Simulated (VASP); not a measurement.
# How SCF solver and precision settings change a VASP run on FeSi (Fersilicite), part 2 of 4

A convergence test on FeSi (Fersilicite): the SCF solver and precision settings. The series runs use PBE. The start is a cell from a database of measured crystal structures.

VASP 6.6.1; PBE, spin-polarised from a ferromagnetic start; plane waves and PAW (Fe, Si).

So far. Step 2 (SCF solver: ALGO = Normal): The series starts at -7.3408 eV an atom and -2.69 GPa, after 21 cycles in 21 s. Step 3 (SCF solver: ALGO = Fast): Against the first of the series the energy stays within 0.01 meV an atom; the pressure moves by -0.01 GPa, after 23 cycles in 23 s.

The database entry behind the starting cell differs from later determinations by our own check (about 0.5 % short), so it need not match the best structure at ambient conditions.

## (4) SCF solver: ALGO = VeryFast

Contents of INCAR:

```
SYSTEM = FeSi
PREC = Accurate
ENCUT = 400
EDIFF = 1E-06
NELM = 100
ISMEAR = -1
SIGMA = 0.05
LREAL = .FALSE.
ALGO = VeryFast
GGA = PE
NBANDS = 43
ISPIN = 2
MAGMOM = 3 3 3 3 0 0 0 0
LASPH = .TRUE.
LMAXMIX = 4
LORBIT = 11
LWAVE = .FALSE.
LCHARG = .FALSE.
KPAR = 8
ISIF = 2
```

Contents of POSCAR:

```
FeSi
1.0
    4.4670000000      0.0000000000      0.0000000000
    0.0000000000      4.4670000000      0.0000000000
    0.0000000000      0.0000000000      4.4670000000
Fe Si
4 4
Direct
    0.1340000000      0.1340000000      0.1340000000
    0.3660000000      0.8660000000      0.6340000000
    0.6340000000      0.3660000000      0.8660000000
    0.8660000000      0.6340000000      0.3660000000
    0.8445000000      0.8445000000      0.8445000000
    0.6555000000      0.1555000000      0.3445000000
    0.3445000000      0.6555000000      0.1555000000
    0.1555000000      0.3445000000      0.6555000000
```

Contents of KPOINTS:

```
Automatic mesh
0
Gamma
5 5 5
0 0 0
```

Potentials, in the order of the species: Fe and Si (PBE family, release 64).

The run is started by

```
mpirun -np 8 vasp_std
```

Output:

```text
[... set-up lines as in an earlier step ...]
 entering main loop
       N       E                     dE             d eps       ncg     rms          rms(c)
RMM:   1     0.230646885872E+03    0.23065E+03   -0.11965E+04   946   0.835E+02
RMM:   2    -0.185363416268E+02   -0.24918E+03   -0.23211E+03   946   0.205E+02
RMM:   3    -0.489464950701E+02   -0.30410E+02   -0.21892E+02   946   0.875E+01
RMM:   4    -0.605523567118E+02   -0.11606E+02   -0.53386E+01   946   0.475E+01
[...]
RMM:  24    -0.587473748972E+02   -0.12298E-04   -0.10399E-04  2426   0.565E-02    0.169E-02
RMM:  25    -0.587473768089E+02   -0.19117E-05   -0.25470E-05  2536   0.230E-02    0.117E-02
RMM:  26    -0.587473777528E+02   -0.94393E-06   -0.44389E-06  2055   0.155E-02
   1 F= -.58747378E+02 E0= -.58726601E+02  d E =-.415533E-01  mag=     0.0012
```

Elapsed: 23 s, on 8 MPI ranks of Intel Xeon Platinum 8375C at 2.90GHz (Ice Lake), shared host; peak memory 1.7 GiB.

Parts of OUTCAR (step 4):

```text
  Total       -1.5095929     -1.5095929     -1.5095929      0.0000000      0.0000000     -0.0000000
  in kB      -27.1345468    -27.1345468    -27.1345468      0.0000000      0.0000000     -0.0000000
  external PRESSURE =     -27.1345468 kB  Pullay stress =       0.0000000 kB

 POSITION                                       TOTAL-FORCE (eV/Angst)
 -----------------------------------------------------------------------------------
      0.59858      0.59858      0.59858         0.154461      0.154461      0.154461
      1.63492      3.86842      2.83208        -0.154461     -0.154461      0.154461
      2.83208      1.63492      3.86842         0.154461     -0.154461     -0.154461
      3.86842      2.83208      1.63492        -0.154461      0.154461     -0.154461
      3.77238      3.77238      3.77238        -0.298006     -0.298006     -0.298006
      2.92812      0.69462      1.53888         0.298006      0.298006     -0.298006
      1.53888      2.92812      0.69462        -0.298006      0.298006      0.298006
      0.69462      1.53888      2.92812         0.298006     -0.298006      0.298006
 -----------------------------------------------------------------------------------
    total drift:                                0.000000     -0.000000     -0.000000

  FREE ENERGIE OF THE ION-ELECTRON SYSTEM (eV)
  ---------------------------------------------------
  free  energy   TOTEN  =       -58.7473777528 eV

  energy  without entropy=      -58.7058244491  energy(sigma->0) =      -58.72660110

 magnetization (x)
# of ion       s       p       d       tot
------------------------------------------
    1       -0.000  -0.000   0.001   0.001
    2       -0.000  -0.000   0.001   0.001
    3       -0.000  -0.000   0.001   0.001
    4       -0.000  -0.000   0.001   0.001
    5       -0.000  -0.000   0.000  -0.000
    6       -0.000  -0.000   0.000  -0.000
    7       -0.000  -0.000   0.000  -0.000
    8       -0.000  -0.000   0.000  -0.000
--------------------------------------------------
tot         -0.000  -0.000   0.004   0.003

[... 2 parts as in an earlier step ...]

[... 1 further part left out ...]
[key lines of the parts left out:]
E-fermi :   9.6502
```

Against the first of the series the energy stays within 0.01 meV an atom; the pressure moves by -0.02 GPa, after 26 cycles in 23 s.

## (5) SCF solver: ALGO = All

INCAR: that of step 4 with these lines changed.

```diff
@@ -8,3 +8,3 @@
 LREAL = .FALSE.
-ALGO = VeryFast
+ALGO = All
 GGA = PE
```

POSCAR is that of step 4.

KPOINTS is that of step 4.

The run is started by

```
mpirun -np 8 vasp_std
```

Output:

```text
[... set-up lines as in an earlier step ...]
 entering main loop
       N       E                     dE             d eps       ncg     rms           ort
DAV:   1     0.301634349288E+03    0.30163E+03   -0.18685E+04   473   0.116E+03
DAV:   2    -0.398248110677E+02   -0.34146E+03   -0.31641E+03   473   0.272E+02
DAV:   3    -0.635206198113E+02   -0.23696E+02   -0.22130E+02   473   0.853E+01
DAV:   4    -0.643341333286E+02   -0.81351E+00   -0.80554E+00   473   0.153E+01
DAV:   5    -0.643595320949E+02   -0.25399E-01   -0.25364E-01   473   0.241E+00
SDA:   6    -0.226796836481E+02    0.41680E+02   -0.25364E-01   473   0.330E+03   0.000E+00
 gam= 0.000 g(H,U,f)=  0.164E+03 0.166E+03 0.907E+00 ort(H,U,f) = 0.000E+00 0.000E+00 0.000E+00
 gam= 0.000 trial= 0.400  step=  0.1852 mean=  0.4000
CGA:   7    -0.549873068300E+02   -0.32308E+02   -0.30570E+02   473   0.938E+01   0.879E+01
 gam= 0.028 g(H,U,f)=  0.391E+01 0.484E+01 0.624E+00 ort(H,U,f) =-0.204E+02 0.282E+02 0.106E+01
 gam= 0.028 trial= 0.379  step=  0.5709 mean=  0.3785
[...]
gam= 0.512 trial= 0.828  step=  0.9944 mean=  0.8279
CGA:  27    -0.587473610379E+02   -0.40975E-04   -0.40890E-04   473   0.224E-04   0.689E-06
 gam= 0.271 g(H,U,f)=  0.155E-04 0.653E-05 0.405E-06 ort(H,U,f) =-0.708E-05 0.648E-05 0.129E-05
 gam= 0.271 trial= 0.845  step=  1.1383 mean=  0.8446
CGA:  28    -0.587473742946E+02   -0.13257E-04   -0.12850E-04   473   0.448E-05   0.223E-05
 gam= 0.200 g(H,U,f)=  0.273E-05 0.155E-05 0.195E-06 ort(H,U,f) =-0.422E-06 0.203E-05 0.622E-06
 gam= 0.200 trial= 0.874  step=  0.9205 mean=  0.8739
CGA:  29    -0.587473765690E+02   -0.22744E-05   -0.22651E-05   473   0.496E-05   0.351E-06
 gam= 1.108 g(H,U,f)=  0.209E-05 0.277E-05 0.936E-07 ort(H,U,f) = 0.266E-06-0.996E-07 0.184E-06
 gam= 1.108 trial= 0.879  step=  0.4259 mean=  0.8786
CGA:  30    -0.587473777160E+02   -0.11469E-05   -0.11385E-05   473   0.103E-05  -0.529E-07
 gam= 0.208 g(H,U,f)=  0.792E-06 0.219E-06 0.183E-07 ort(H,U,f) =-0.618E-06 0.438E-06 0.128E-06
 gam= 0.208 trial= 0.833  step=  0.9552 mean=  0.8333
CGA:  31    -0.587473781988E+02   -0.48278E-06   -0.48618E-06   473   0.383E-06  -0.558E-07
 gam= 0.372 g(H,U,f)=  0.207E-06 0.172E-06 0.481E-08 ort(H,U,f) =-0.136E-06 0.797E-07 0.968E-10
 gam= 0.372 trial= 0.846  step=  0.4799 mean=  0.8455
 final diagonalization occupied
   1 F= -.58747378E+02 E0= -.58726587E+02  d E =-.415817E-01  mag=    -0.0009
```

The job ended after 36 s (8 MPI ranks; peak memory 1.9 GiB; 3.7 min of CPU time).

From OUTCAR (step 5):

```text
  Total       -1.5065292     -1.5065292     -1.5065292     -0.0000000     -0.0000000     -0.0000000
  in kB      -27.0794777    -27.0794777    -27.0794777     -0.0000000     -0.0000000     -0.0000000
  external PRESSURE =     -27.0794777 kB  Pullay stress =       0.0000000 kB

 POSITION                                       TOTAL-FORCE (eV/Angst)
 -----------------------------------------------------------------------------------
      0.59858      0.59858      0.59858         0.154355      0.154355      0.154355
      1.63492      3.86842      2.83208        -0.154355     -0.154355      0.154355
      2.83208      1.63492      3.86842         0.154355     -0.154355     -0.154355
      3.86842      2.83208      1.63492        -0.154355      0.154355     -0.154355
      3.77238      3.77238      3.77238        -0.298150     -0.298150     -0.298150
      2.92812      0.69462      1.53888         0.298150      0.298150     -0.298150
      1.53888      2.92812      0.69462        -0.298150      0.298150      0.298150
      0.69462      1.53888      2.92812         0.298150     -0.298150      0.298150
 -----------------------------------------------------------------------------------
    total drift:                                0.000000     -0.000000     -0.000000

  FREE ENERGIE OF THE ION-ELECTRON SYSTEM (eV)
  ---------------------------------------------------
  free  energy   TOTEN  =       -58.7473781988 eV

  energy  without entropy=      -58.7057965105  energy(sigma->0) =      -58.72658735

[... 3 parts as in an earlier step ...]

[... 1 further part left out ...]
[key lines of the parts left out:]
E-fermi :   9.6500
```

Against the first of the series the energy stays within 0.01 meV an atom; the pressure moves by -0.01 GPa, after 31 cycles in 36 s.

## (6) SCF solver: ALGO = Damped

INCAR: that of step 5 with these lines changed.

```diff
@@ -8,3 +8,3 @@
 LREAL = .FALSE.
-ALGO = All
+ALGO = Damped
 GGA = PE
```

POSCAR is that of step 5.

KPOINTS is that of step 5.

The run is started by

```
mpirun -np 8 vasp_std
```

Output:

```text
[... set-up lines as in an earlier step ...]
 entering main loop
       N       E                     dE             d eps       ncg     rms           ort
DAV:   1     0.490294293852E+03    0.49029E+03   -0.16179E+04   473   0.116E+03
DAV:   2     0.101146179917E+03   -0.38915E+03   -0.36169E+03   473   0.331E+02
DAV:   3    -0.291293806786E+02   -0.13028E+03   -0.11987E+03   473   0.160E+02
DAV:   4    -0.575045577911E+02   -0.28375E+02   -0.26376E+02   473   0.845E+01
[...]
DMP:  98    -0.587472126397E+02   -0.32079E-04   -0.28089E-04   473   0.409E-04   0.766E-04
DMP:  99    -0.587472395121E+02   -0.26872E-04   -0.23538E-04   473   0.343E-04   0.642E-04
DMP: 100    -0.587472620399E+02   -0.22528E-04   -0.19724E-04   473   0.287E-04   0.538E-04
 final diagonalization occupied
 -----------------------------------------------------------------------------
|                                                                             |
|           W    W    AA    RRRRR   N    N  II  N    N   GGGG   !!!           |
|           W    W   A  A   R    R  NN   N  II  NN   N  G    G  !!!           |
|           W    W  A    A  R    R  N N  N  II  N N  N  G       !!!           |
|           W WW W  AAAAAA  RRRRR   N  N N  II  N  N N  G  GGG   !            |
|           WW  WW  A    A  R   R   N   NN  II  N   NN  G    G                |
|           W    W  A    A  R    R  N    N  II  N    N   GGGG   !!!           |
|                                                                             |
|     The electronic self-consistency was not achieved in the given           |
|     number of steps (NELM). The forces and other quantities evaluated       |
|     might not be reliable so examine the results carefully. If you find     |
|     spurious results, we suggest increasing NELM, if you were close to      |
|     convergence or switching to a different ALGO or adjusting the           |
|     density mixing parameters otherwise.                                    |
|                                                                             |
 -----------------------------------------------------------------------------

   1 F= -.58747262E+02 E0= -.58726379E+02  d E =-.417656E-01  mag=     0.0436
```

Run time: 67 s. Hardware: 8 MPI ranks; peak memory 1.9 GiB.

OUTCAR, selected parts (step 6):

```text
 spin component 1
 k-point     1 :       0.0000    0.0000    0.0000
  band No.  band energies     occupation
    ...
     20       9.3034      0.99904
     21       9.3034      0.99904
     22       9.3034      0.99904
     23       9.5446      0.89411
     24       9.5446      0.89410
     25      10.1896      0.00002
     26      10.1896      0.00002
     27      10.1896      0.00002
     28      12.5112      0.00000
     29      12.5112      0.00000
    ...

 k-point     2 :       0.2000    0.0000    0.0000
  band No.  band energies     occupation
    ...
     20       8.9676      1.00000
     21       9.1469      0.99996
     22       9.4588      0.97915
     23       9.5336      0.91313
     24       9.5569      0.86857
     25       9.8932      0.00793
     26      10.0809      0.00019
     27      10.7350      0.00000
     28      11.9045      0.00000
     29      12.0191      0.00000
    ...

  Total       -1.4992443     -1.4992443     -1.4992443     -0.0000000      0.0000000      0.0000000
  in kB      -26.9485335    -26.9485335    -26.9485335     -0.0000000      0.0000000      0.0000000
  external PRESSURE =     -26.9485335 kB  Pullay stress =       0.0000000 kB

 POSITION                                       TOTAL-FORCE (eV/Angst)
 -----------------------------------------------------------------------------------
      0.59858      0.59858      0.59858         0.154614      0.154614      0.154614
      1.63492      3.86842      2.83208        -0.154614     -0.154614      0.154614
      2.83208      1.63492      3.86842         0.154614     -0.154614     -0.154614
      3.86842      2.83208      1.63492        -0.154614      0.154614     -0.154614
      3.77238      3.77238      3.77238        -0.297870     -0.297870     -0.297870
      2.92812      0.69462      1.53888         0.297870      0.297870     -0.297870
      1.53888      2.92812      0.69462        -0.297870      0.297870      0.297870
      0.69462      1.53888      2.92812         0.297870     -0.297870      0.297870
 -----------------------------------------------------------------------------------
    total drift:                                0.000000     -0.000000     -0.000000

  FREE ENERGIE OF THE ION-ELECTRON SYSTEM (eV)
  ---------------------------------------------------
  free  energy   TOTEN  =       -58.7472620399 eV

  energy  without entropy=      -58.7054964192  energy(sigma->0) =      -58.72637923

 magnetization (x)
# of ion       s       p       d       tot
------------------------------------------
    1       -0.000  -0.000   0.014   0.014
    2       -0.000  -0.000   0.014   0.014
    3       -0.000  -0.000   0.014   0.014
    4       -0.000  -0.000   0.014   0.014
    5       -0.000  -0.001   0.000  -0.001
    6       -0.000  -0.001   0.000  -0.001
    7       -0.000  -0.001   0.000  -0.001
    8       -0.000  -0.001   0.000  -0.001
--------------------------------------------------
tot         -0.001  -0.005   0.057   0.050

[... 10 parts as in an earlier step ...]

[... 14 further parts left out ...]
[key lines of the parts left out:]
E-fermi :   9.6498
```

The electronic loop ended without reaching EDIFF, so its numbers are not used.

## (7) SCF solver: AMIX = 0.1, BMIX = 0.01

INCAR: that of step 6 with these lines changed.

```diff
@@ -8,3 +8,3 @@
 LREAL = .FALSE.
-ALGO = Damped
+ALGO = Normal
 GGA = PE
@@ -20 +20,3 @@
 ISIF = 2
+AMIX = 0.1
+BMIX = 0.01
```

POSCAR is that of step 6.

KPOINTS is that of step 6.

The run is started by

```
mpirun -np 8 vasp_std
```

Output:

```text
[... set-up lines as in an earlier step ...]
 entering main loop
       N       E                     dE             d eps       ncg     rms          rms(c)
[... 5 cycles as in an earlier step ...]
DAV:   6    -0.592777987895E+02    0.50817E+01   -0.51917E+00  2663   0.306E+01    0.194E+01
DAV:   7    -0.589298626486E+02    0.34794E+00   -0.30036E+00  2816   0.199E+01    0.105E+01
DAV:   8    -0.588652238990E+02    0.64639E-01   -0.29925E-01  2572   0.403E+00    0.765E+00
DAV:   9    -0.586794447115E+02    0.18578E+00   -0.26215E-01  2365   0.385E+00    0.358E+00
[...]
DAV:  19    -0.587473807376E+02   -0.41880E-04   -0.64863E-05  2886   0.101E-01    0.403E-02
DAV:  20    -0.587473777570E+02    0.29807E-05   -0.11777E-05  2616   0.286E-02    0.271E-02
DAV:  21    -0.587473771169E+02    0.64008E-06   -0.92738E-07  1099   0.122E-02
   1 F= -.58747377E+02 E0= -.58726607E+02  d E =-.415401E-01  mag=    -0.0009
```

The job ended after 22 s (8 MPI ranks; peak memory 1.7 GiB; 2.2 min of CPU time).

Parts of OUTCAR (step 7):

```text
  Total       -1.4851115     -1.4851115     -1.4851115     -0.0000000      0.0000000     -0.0000000
  in kB      -26.6944996    -26.6944996    -26.6944996     -0.0000000      0.0000000     -0.0000000
  external PRESSURE =     -26.6944996 kB  Pullay stress =       0.0000000 kB

 POSITION                                       TOTAL-FORCE (eV/Angst)
 -----------------------------------------------------------------------------------
      0.59858      0.59858      0.59858         0.154371      0.154371      0.154371
      1.63492      3.86842      2.83208        -0.154371     -0.154371      0.154371
      2.83208      1.63492      3.86842         0.154371     -0.154371     -0.154371
      3.86842      2.83208      1.63492        -0.154371      0.154371     -0.154371
      3.77238      3.77238      3.77238        -0.298056     -0.298056     -0.298056
      2.92812      0.69462      1.53888         0.298056      0.298056     -0.298056
      1.53888      2.92812      0.69462        -0.298056      0.298056      0.298056
      0.69462      1.53888      2.92812         0.298056     -0.298056      0.298056
 -----------------------------------------------------------------------------------
    total drift:                                0.000000     -0.000000     -0.000000

  FREE ENERGIE OF THE ION-ELECTRON SYSTEM (eV)
  ---------------------------------------------------
  free  energy   TOTEN  =       -58.7473771169 eV

  energy  without entropy=      -58.7058370191  energy(sigma->0) =      -58.72660707

 magnetization (x)
# of ion       s       p       d       tot
------------------------------------------
    1        0.000   0.000   0.000   0.000
    2        0.000   0.000   0.000   0.000
    3        0.000   0.000   0.000   0.000
    4        0.000   0.000   0.000   0.000
    5       -0.000  -0.000   0.000  -0.000
    6       -0.000  -0.000   0.000  -0.000
    7       -0.000  -0.000   0.000  -0.000
    8       -0.000  -0.000   0.000  -0.000
--------------------------------------------------
tot         -0.000  -0.000   0.000   0.000

[... 2 parts as in an earlier step ...]

[... 1 further part left out ...]
[key lines of the parts left out:]
E-fermi :   9.6500
```

Against the first of the series the energy stays within 0.01 meV an atom; the pressure moves by +0.02 GPa, after 21 cycles in 22 s.

(Part 2 of 4 ends here.)

[Lines on the potential files, build, host, timing and source positions are cut from VASP's logs without a mark.]

[Logs are printed without paths, hosts, clocks, repeated set-up lines and the standing remarks that a program may print on its own settings, such as how far it seeks lower states.]

[Hosts, paths, dates, database ids (printed as entryN), source tags and the programs' standing remarks are cut or masked in the printed files.]

[A measured line is paired with the nearest computed mode of its activity, which favours agreement.]
